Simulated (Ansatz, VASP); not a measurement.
**Pt (Pt(100), 7 layers): VASP beside Ansatz**

Wanted: the spread between two codes on one cell, functional and k mesh. The cell is taken from a series of runs on this material, whose earlier steps may have relaxed, scaled, displaced or heated it; both programs get it as it stands.

Main program and level: Ansatz 0.2.0; plane waves, with VASP 6.6.1 beside it; PBE.

## (1) Set-up

The cell holds 7 atoms: 7 Pt. Cell: a = 2.772 Å, b = 2.772 Å, c = 27.760 Å, α = 90.0°, β = 90.0°, γ = 90.0°. Vacuum lies along c.

## (2) Ansatz: single point, PBE

Ansatz runs on its default PAW (the set named soft_2) files.

With cell and atoms fixed, the geometry can't cause a difference; cores, projectors, grids and the points listed under the comparison can.

File input.yaml:

```yaml
crystal:
  lattice:
    - [2.7718585823, 0.0, 0.0]
    - [0.0, 2.7718585823, 0.0]
    - [0.0, 0.0, 27.76]
  atoms:
    - { symbol: Pt, position: [0.0, 0.0, 0.2855839072] }
    - { symbol: Pt, position: [0.5, 0.5, 0.3566803229] }
    - { symbol: Pt, position: [0.0, 0.0, 0.4293948127] }
    - { symbol: Pt, position: [0.5, 0.5, 0.5] }
    - { symbol: Pt, position: [0.0, 0.0, 0.5706051873] }
    - { symbol: Pt, position: [0.5, 0.5, 0.6433196771] }
    - { symbol: Pt, position: [0.0, 0.0, 0.7144160928] }
kpoints:
  mp_grid: { grid: [10, 10, 1] }
hamiltonian:
  xc: pbe
scf:
  occupations: { method: fermi_dirac, width: 0.1 }
  convergence: { dr2_threshold: 1.0e-08 }
efield:
  axis: 3
  dipole_correction: true
  ramp_position: 0.97
  ramp_width: 0.04
output:
  write_potential: true
  write_density: true
  volumetric_format: npy
```

Launch:

```sh
$ ansatz run input.yaml --threads 8 --pin off --max-ram 16384MiB --backend cpu --events-out ev --progress --plain --runs-dir out
```

Numbers of over 12 decimals in the logs are rounded to 6 here.

The log of the run:

```text
Engine: ansatz 0.2.0, aarch64-unknown-linux-gnu
Pseudopotentials: kind: paw
Pseudopotential: Pt, paw, valence charge 18, recommended cutoff 420 eV (normal), Pt.paw.azcp
Functional definition: PBE
  parameter kappa = 0.804
  parameter beta = 0.066725
  exchange = pbe_x(kappa = kappa, mu = beta*pi^2/3)
  correlation = pbe_c(beta = beta)
Crystal: 7 atoms, lattice volume = 213.286 Å³
Basis set: ecut = 420 eV, 4257 PW (Γ)
Bands: 76, of which v1, the nominal top of the filled ones, is band 63 counted from 1 (62 counted from 0)
Symmetry: 8 space group operations
k-points: 21 of 100
Non-local potential: Pt, projectors of the file, l = 0: 3, l = 1: 2, l = 2: 2, l = 3: 1
PAW form: soft (Blöchl's): semilocal exchange-correlation on the pseudo side does not see the compensation charge
PAW one-centre angular grid: Pt, 590 points (default); XC on 64 Gauss nodes
Initial density: superposition of atomic densities (neutral atoms: chi_scale 0, normalization atom), corrected by the library's trained network
Initial wavefunctions: pseudopotential atomic-orbital guess
Functional: x = pbe(κ = 0.804, μ = 0.219515), c = pbe(β = 0.066725)
SCF iter   1: F=—  HF=-87659.640976 eV  |F-HF|=—  |Δ(HF+E_count)|=         —  Δρ=1.87e-2  dr2=1.35e1  ethr=1.77e-3  p=-0.000 e·Å  D=-1.85e-4 V/Å  ΔV_dip=0.01 eV  dr2_dipole=4.04e-4  V_vac-E_F(+/−)=5.05/5.04 eV  ⟨swp⟩=7.9  Hψ=6832  notcnv=0  defer=14
efield: sawtooth ramp at fractional position 0.9700 (set: `efield.ramp_position`, or a place that a band, a saddle search or an elastic batch's reference lends), width 0.0400; the density the first Hamiltonian is built on has a dipole p = -0.000 e·Å; the dipole correction subtracts the counter field D = -1.85e-4 V/Å, which shifts the + side's vacuum level by +0.01 eV against the − side's; the planar-averaged density in the ramp window peaks in size at 1.0e-5 e/Å³
preconditioner: auto → LDOS  [metal: Δε(μ)=0.013 eV  Ē_g=7.665 eV  σ=0.100 eV  W_gap=0.03  n_scr=58 (ndim 8)  ℏωp=21.3 eV  f_vac=0.456  D(μ)=11.51/eV (n_scr^D=102)  β→1.0]
SCF iter   2: F=—  HF=-87659.490298 eV  |F-HF|=—  |Δ(HF+E_count)|=   1.51e-1  Δρ=4.60e-3  dr2=1.52e-1  ethr=1.77e-3  p=0.000 e·Å  D=9.09e-5 V/Å  ΔV_dip=-0.00 eV  dr2_dipole=6.78e-5  V_vac-E_F(+/−)=5.73/5.73 eV  ⟨swp⟩=2.2  Hψ=1928  notcnv=0  defer=51
SCF iter   3: F=—  HF=-87659.492667 eV  |F-HF|=—  |Δ(HF+E_count)|=   2.37e-3  Δρ=2.90e-3  dr2=6.79e-2  ethr=1.20e-4  p=-0.000 e·Å  D=-2.28e-5 V/Å  ΔV_dip=0.00 eV  dr2_dipole=4.53e-6  V_vac-E_F(+/−)=5.55/5.55 eV  ⟨swp⟩=2.2  Hψ=2415  notcnv=0  defer=61
SCF iter   4: F=—  HF=-87659.482643 eV  |F-HF|=—  |Δ(HF+E_count)|=   1.00e-2  Δρ=6.48e-4  dr2=1.93e-3  ethr=5.39e-5  p=0.000 e·Å  D=1.58e-5 V/Å  ΔV_dip=-0.00 eV  dr2_dipole=2.05e-7  V_vac-E_F(+/−)=5.67/5.67 eV  ⟨swp⟩=2.0  Hψ=2321  notcnv=0  defer=61
SCF iter   5: F=—  HF=-87659.482326 eV  |F-HF|=—  |Δ(HF+E_count)|=   3.17e-4  Δρ=3.03e-4  dr2=5.93e-4  ethr=1.53e-6  p=0.000 e·Å  D=7.50e-6 V/Å  ΔV_dip=-0.00 eV  dr2_dipole=2.59e-13  V_vac-E_F(+/−)=5.67/5.67 eV  ⟨swp⟩=2.9  Hψ=2683  notcnv=0  defer=61
SCF iter   6: F=—  HF=-87659.482334 eV  |F-HF|=—  |Δ(HF+E_count)|=   8.22e-6  Δρ=1.33e-4  dr2=1.93e-4  ethr=4.70e-7  p=0.000 e·Å  D=7.08e-7 V/Å  ΔV_dip=-0.00 eV  dr2_dipole=2.00e-8  V_vac-E_F(+/−)=5.67/5.67 eV  ⟨swp⟩=1.3  Hψ=1564  notcnv=0  defer=61
SCF iter   7: F=—  HF=-87659.482339 eV  |F-HF|=—  |Δ(HF+E_count)|=   4.60e-6  Δρ=5.40e-5  dr2=1.78e-5  ethr=1.53e-7  p=-0.000 e·Å  D=-7.63e-7 V/Å  ΔV_dip=0.00 eV  dr2_dipole=4.52e-9  V_vac-E_F(+/−)=5.67/5.67 eV  ⟨swp⟩=1.2  Hψ=1584  notcnv=0  defer=61
SCF iter   8: F=—  HF=-87659.482329 eV  |F-HF|=—  |Δ(HF+E_count)|=   1.00e-5  Δρ=1.88e-5  dr2=3.37e-6  ethr=1.42e-8  p=-0.000 e·Å  D=-2.71e-8 V/Å  ΔV_dip=0.00 eV  dr2_dipole=7.45e-10  V_vac-E_F(+/−)=5.67/5.67 eV  ⟨swp⟩=2.1  Hψ=2262  notcnv=0  defer=61
SCF iter   9: F=—  HF=-87659.482305 eV  |F-HF|=—  |Δ(HF+E_count)|=   2.39e-5  Δρ=5.52e-6  dr2=2.98e-7  ethr=2.67e-9  p=0.000 e·Å  D=1.99e-8 V/Å  ΔV_dip=-0.00 eV  dr2_dipole=2.45e-10  V_vac-E_F(+/−)=5.67/5.67 eV  ⟨swp⟩=2.2  Hψ=2144  notcnv=0  defer=55
SCF iter  10: F=—  HF=-87659.482305 eV  |F-HF|=—  |Δ(HF+E_count)|=   2.60e-8  Δρ=2.18e-6  dr2=2.27e-8  ethr=2.37e-10  p=0.000 e·Å  D=1.15e-7 V/Å  ΔV_dip=-0.00 eV  dr2_dipole=2.19e-11  V_vac-E_F(+/−)=5.67/5.67 eV  ⟨swp⟩=2.0  Hψ=2322  notcnv=0  defer=55
SCF iter  11: F=-87659.482305 eV  HF=-87659.482305 eV  |F-HF|=6.78e-9  |Δ(HF+E_count)|=   1.63e-9  Δρ=1.16e-6  dr2=7.93e-9  ethr=7.94e-12  p=0.000 e·Å  D=1.79e-7 V/Å  ΔV_dip=-0.00 eV  dr2_dipole=1.05e-13  V_vac-E_F(+/−)=5.67/5.67 eV  ⟨swp⟩=11.6  Hψ=5191  notcnv=0
SCF 1 converged in 11 iterations: F = -87659.482305 eV  dr2 = 7.93e-9
  greatest PAW one-centre occupation: 1.000 electrons in one spin orbital (limit 2), on the Pt atom at site 3 (counted from 0), in its partial waves of l = 0
WARN: The output density's exchange-correlation potential varies sharply where the density is thin. Do not read a vacuum level from v_tot or v_xc, or from such a field of the output density. On a cell that repeats whose density bears no net charge and no dipole along the vacuum's axis use v_es (v_loc + v_h of the components); under efield.dipole_correction with no amplitude use v_es + v_field, which holds any externa [...]
SCF converged after 11 iterations
Free energy (F): -87659.482305 eV
Harris-Foulkes:  -87659.482305 eV  (|F-HF|=6.78e-9)
Internal energy: -87659.087882 eV  (E = F + TS)
E sigma→0 (E₀):  -87659.285093 eV
Entropy (-TS):   -0.394422 eV (-56.346 meV/atom)
Fermi energy:    8.683163 eV
Dipole field:    D = 0.000001 V/Å  (p = 0.000001 e·Å, saw-weighted, corrected)
Work function:   Φ+ = 5.6706 eV   Φ− = 5.6706 eV
Levels:          The Fermi level and band energies are counted from a zero that moves with the ramp; work functions are not
--- Per-component energies (eV) ---
  E_band       = -2719.058132
  E_kinetic    = 4460.898167
  E_local      = -229109.791658  (includes V_loc(G=0)·N_el)
  E_nonlocal   = 1400.759913
  E_hartree    = 112332.604524
  E_xc         = -1829.744344
  E_vxc        = -2116.035530  (∫ρ·V_xc dr)
  E_paw        = -66178.477509  (= ΣΔE_a)
  E_vpaw       = -2020.080973  (= ΣTr[D̂ρ^β])
  E_aug_tail   = 0.001425  (compensation charges beyond the density's cutoff)
  E_efield     = 0.000000  (sawtooth field / dipole correction)
  E_vefield    = -0.000021  (∫n·V_field dr)
  E_ewald      = 91264.661600
  E_smearing   = -0.394422  (= −TS)
  E_closure    = 0.000000  (closes the sum)
  Σ components = -87659.482305   (vs F -87659.482305, Δ=0.00e0)
--- Band table (eV; the first three rows and the last of 21) ---
  k-point 0: bands = [... 59 lower, 7.9241, 7.9896, 8.0887, 8.4562, 8.6302, 8.6302, 8.7558, 8.7878, ... 9 higher]
  k-point 1: bands = [... 59 lower, 7.7756, 8.0313, 8.1169, 8.1681, 8.3425, 8.6005, 8.6021, 8.8517, ... 9 higher]
  k-point 2: bands = [... 59 lower, 7.4231, 7.7757, 7.9332, 8.1123, 8.4040, 8.7230, 8.8407, 8.8669, ... 9 higher]
  k-point 20: bands = [... 59 lower, 9.2586, 9.2586, 9.7813, 9.7813, 11.3397, 11.3397, 13.0052, 13.0052, ... 9 higher]
```

## (3) VASP: single point, PBE

The same cell, functional, mesh and smearing now go to VASP, with its own data sets.

Lines of VASP's logs that name or quote its potential files are left out, and so is its time.

File INCAR:

```
SYSTEM = Pt
PREC = Accurate
ENCUT = 400
EDIFF = 1E-06
NELM = 120
ISMEAR = -1
SIGMA = 0.1
LREAL = .FALSE.
ALGO = Normal
GGA = PE
NBANDS = 43
LASPH = .TRUE.
LORBIT = 11
LWAVE = .FALSE.
LCHARG = .FALSE.
ISIF = 2
LDIPOL = .TRUE.
IDIPOL = 3
DIPOL = 0.5 0.5 0.5
LVHAR = .TRUE.
GGA_COMPAT = .FALSE.
NELMDL = -8
KPAR = 2
```

File POSCAR:

```
Pt
1.0
    2.7718585823      0.0000000000      0.0000000000
    0.0000000000      2.7718585823      0.0000000000
    0.0000000000      0.0000000000     27.7600000000
Pt
7
Direct
    0.0000000000      0.0000000000      0.2855839072
    0.5000000000      0.5000000000      0.3566803229
    0.0000000000      0.0000000000      0.4293948127
    0.5000000000      0.5000000000      0.5000000000
    0.0000000000      0.0000000000      0.5706051873
    0.5000000000      0.5000000000      0.6433196771
    0.0000000000      0.0000000000      0.7144160928
```

File KPOINTS:

```
Automatic mesh
0
Gamma
10 10 1
0 0 0
```

The projector-augmented-wave data sets are Pt (PBE family, release 64).

Launch:

```sh
$ mpirun -np 2 vasp_std
```

The log of the run:

```text
[banner, memory and clock lines left out]
running    2 mpi-ranks, on    1 nodes
 distrk:  each k-point on    1 cores,    2 groups
 distr:  one band on    1 cores,    1 groups

 POSCAR found type information on POSCAR Pt
 POSCAR found :  1 types and       7 ions
 LDA part: xc-table for (Slater+PW92), standard interpolation
 POSCAR, INCAR and KPOINTS ok, starting setup
 FFT: planning ... GRIDC
 FFT: planning ... GRID_SOFT
 FFT: planning ... GRID
 WAVECAR not read
 entering main loop
       N       E                     dE             d eps       ncg     rms          rms(c)
DAV:   1     0.412621048513E+03    0.41262E+03   -0.28832E+04  1806   0.117E+03
DAV:   2    -0.213217031659E+02   -0.43394E+03   -0.40934E+03  2181   0.272E+02
DAV:   3    -0.429183481321E+02   -0.21597E+02   -0.20403E+02  2203   0.554E+01
DAV:   4    -0.437362994017E+02   -0.81795E+00   -0.80009E+00  2232   0.104E+01
DAV:   5    -0.437607580567E+02   -0.24459E-01   -0.24286E-01  2188   0.186E+00
DAV:   6    -0.437618711705E+02   -0.11131E-02   -0.11129E-02  2436   0.348E-01
DAV:   7    -0.437618956858E+02   -0.24515E-04   -0.24514E-04  2206   0.475E-02
DAV:   8    -0.437618967521E+02   -0.10663E-05   -0.10664E-05  1871   0.882E-03    0.299E+01
DAV:   9    -0.481084537982E+02   -0.43466E+01   -0.39818E+01  1993   0.335E+01    0.323E+01
DAV:  10    -0.451172881138E+02    0.29912E+01   -0.39360E+01  2130   0.399E+01    0.197E+01
DAV:  11    -0.470745025688E+02   -0.19572E+01   -0.41434E+01  2016   0.333E+01    0.211E+01
DAV:  12    -0.415182469544E+02    0.55563E+01   -0.94759E+00  1916   0.207E+01    0.573E+00
DAV:  13    -0.412824220695E+02    0.23582E+00   -0.34107E+00  2007   0.122E+01    0.522E+00
DAV:  14    -0.411091740533E+02    0.17325E+00   -0.70817E-01  1912   0.628E+00    0.258E+00
[...]
DAV:  24    -0.410854594166E+02   -0.92697E-05   -0.28871E-05  1643   0.257E-02    0.891E-03
DAV:  25    -0.410854665483E+02   -0.71317E-05   -0.23903E-06  1227   0.698E-03    0.403E-03
DAV:  26    -0.410854726265E+02   -0.60782E-05   -0.93268E-07  1184   0.390E-03    0.321E-03
DAV:  27    -0.410854749088E+02   -0.22823E-05   -0.70995E-07  1153   0.363E-03    0.260E-03
DAV:  28    -0.410854769089E+02   -0.20000E-05   -0.16454E-07  1005   0.193E-03    0.981E-04
DAV:  29    -0.410854794329E+02   -0.25240E-05   -0.25454E-07  1126   0.192E-03    0.104E-03
DAV:  30    -0.410854805762E+02   -0.11434E-05   -0.27279E-08   987   0.680E-04    0.653E-04
DAV:  31    -0.410854813068E+02   -0.73061E-06   -0.13994E-08   963   0.323E-04
   1 F= -.41085481E+02 E0= -.40887776E+02  d E =-.395411E+00
```

Parts of OUTCAR (step 3):

```text
ion  position               nearest neighbor table
   1  0.000  0.000  0.286-   2 2.78   2 2.78   2 2.78   2 2.78
   2  0.500  0.500  0.357-   1 2.78   1 2.78   1 2.78   1 2.78   3 2.81   3 2.81   3 2.81   3 2.81

  LATTYP: Found a simple tetragonal cell.
 ALAT       =     2.7718585823
 C/A-ratio  =    10.0149409415

 Subroutine GETGRP returns: Found 16 space group operations
 (whereof 16 operations were pure point group operations)

The static configuration has the point symmetry D_4h.

 Found     21 irreducible k-points:

   k-points           NKPTS =     21   k-points in BZ     NKDIM =     21   number of bands    NBANDS=     43

   dimension x,y,z NGX =    18 NGY =   18 NGZ =  192
   dimension x,y,z NGXF=    36 NGYF=   36 NGZF=  384

   ENCUT  =  400.0 eV  29.40 Ry    5.42 a.u.   4.52  4.52 45.27*2*pi/ulx,y,z

   NELECT =      70.0000    total number of electrons

 k-points in reciprocal lattice and weights: Automatic mesh
   0.00000000  0.00000000  0.00000000       0.010
   0.10000000  0.00000000  0.00000000       0.040
   0.20000000  0.00000000  0.00000000       0.040
   0.30000000  0.00000000  0.00000000       0.040
   0.40000000  0.00000000  0.00000000       0.040
   0.50000000  0.00000000  0.00000000       0.020
   0.10000000  0.10000000  0.00000000       0.040
   0.20000000  0.10000000  0.00000000       0.080
   0.30000000  0.10000000  0.00000000       0.080
[...]
0.50000000  0.40000000  0.00000000       0.040
   0.50000000  0.50000000  0.00000000       0.010

 dipolmoment           0.000000      0.000000      0.000000 electrons x Angstroem

 average (electrostatic) potential at core
       1 -70.8097       2 -71.4419       3 -71.4783       4 -71.5051       5 -71.4783
       6 -71.4419       7 -70.8097

 E-fermi :   2.6690

 k-point     1 :       0.0000    0.0000    0.0000
  band No.  band energies     occupation
    ...
     35       2.4410      1.81436
     36       2.6169      1.25502
     37       2.6169      1.25502
     38       2.7366      0.67435
     39       2.7696      0.53553
     40       3.0242      0.05573
     41       3.0242      0.05573
     42       3.7232      0.00005
     43       4.4558      0.00000

 k-point     2 :       0.1000    0.0000    0.0000
  band No.  band energies     occupation
    ...
     34       2.1055      1.99289
     35       2.1583      1.98797
     36       2.3256      1.93750
     37       2.5828      1.40612
     38       2.5875      1.38639
     39       2.8365      0.31550
     40       3.0221      0.05688
     41       3.2617      0.00532
     42       4.6747      0.00000
     43       5.6291      0.00000

 k-point     3 :       0.2000    0.0000    0.0000
  band No.  band energies     occupation
    ...
     33       1.7676      1.99976
     34       1.9183      1.99890
     35       2.0973      1.99344
     36       2.3908      1.88343
     37       2.7093      0.80111
     38       2.8309      0.33083
     39       2.8505      0.28020
     40       2.8960      0.18730
     41       4.4298      0.00000
     42       6.0815      0.00000
    ...

  Total        0.1504163      0.1504163      1.8645491      0.0000000      0.0000000      0.0000000
  in kB        1.1299099      1.1299099     14.0062798      0.0000000      0.0000000      0.0000000
  external PRESSURE =       5.4220332 kB  Pullay stress =       0.0000000 kB

  energy-cutoff  :      400.00
  volume of cell :      213.29
      direct lattice vectors                 reciprocal lattice vectors
     2.771858582  0.000000000  0.000000000     0.360768766  0.000000000  0.000000000
     0.000000000  2.771858582  0.000000000     0.000000000  0.360768766  0.000000000
     0.000000000  0.000000000 27.760000000     0.000000000  0.000000000  0.036023055

 POSITION                                       TOTAL-FORCE (eV/Angst)
 -----------------------------------------------------------------------------------
      0.00000      0.00000      7.92781         0.000000     -0.000000     -0.030304
      1.38593      1.38593      9.90145        -0.000000      0.000000      0.010945
      0.00000      0.00000     11.92000         0.000000      0.000000     -0.432427
      1.38593      1.38593     13.88000         0.000000      0.000000     -0.000000
      0.00000      0.00000     15.84000         0.000000      0.000000      0.432427
      1.38593      1.38593     17.85855         0.000000      0.000000     -0.010945
      0.00000      0.00000     19.83219         0.000000     -0.000000      0.030304
 -----------------------------------------------------------------------------------
    total drift:                                0.000000      0.000000      0.000000

  FREE ENERGIE OF THE ION-ELECTRON SYSTEM (eV)
  ---------------------------------------------------
  free  energy   TOTEN  =       -41.0854813068 eV

  energy  without entropy=      -40.6900707865  energy(sigma->0) =      -40.88777605

 vacuum level on the upper side and lower side of the slab         8.342         8.342

 total charge
# of ion       s       p       d       tot
------------------------------------------
    1        0.622   0.404   8.037   9.063
    2        0.623   0.581   8.024   9.227
    3        0.631   0.596   8.036   9.263
    4        0.638   0.613   8.048   9.299
    5        0.631   0.596   8.036   9.263
    6        0.623   0.581   8.024   9.227
    7        0.622   0.404   8.037   9.063
--------------------------------------------------
tot          4.391   3.775  56.240  64.406

[... 3 further parts left out ...]
```

## (4) Comparison

Known differences besides the potentials themselves: the data sets hold 126 valence electrons in Ansatz (on its default PAW (the set named soft_2) files) and 70 in VASP; the cutoff is 420 eV in Ansatz and 400 eV in VASP. Total energies have different zeros and are not compared.

Both answers:

```csv
quantity,Ansatz,VASP,difference
"work function, lower of the two faces (eV)",5.67,5.67,0.00
"work function, higher of the two faces (eV)",5.67,5.67,0.00
```

Where the cell holds vacuum, a pressure given here is an average over it and none of the material.

## (5) Summary of results

```
difference in work function, lower of the two faces (single point, PBE) : -0.0024 eV
```

What this shows: The difference in work function, lower of the two faces is -0.0024 eV (single point, PBE). The data sets hold unlike numbers of valence electrons (126 in Ansatz and 70 in VASP), so part of the differences may come from the potentials. How closely two codes agree says nothing of how well the functional describes the real material.

[Lines on the potential files, build, host, timing and source positions are cut from VASP's logs without a mark.]

[Logs are printed without paths, hosts, clocks, repeated set-up lines and the standing remarks that a program may print on its own settings, such as how far it seeks lower states.]

[Hosts, paths, dates, database ids (printed as entryN), source tags and the programs' standing remarks are cut or masked in the printed files.]
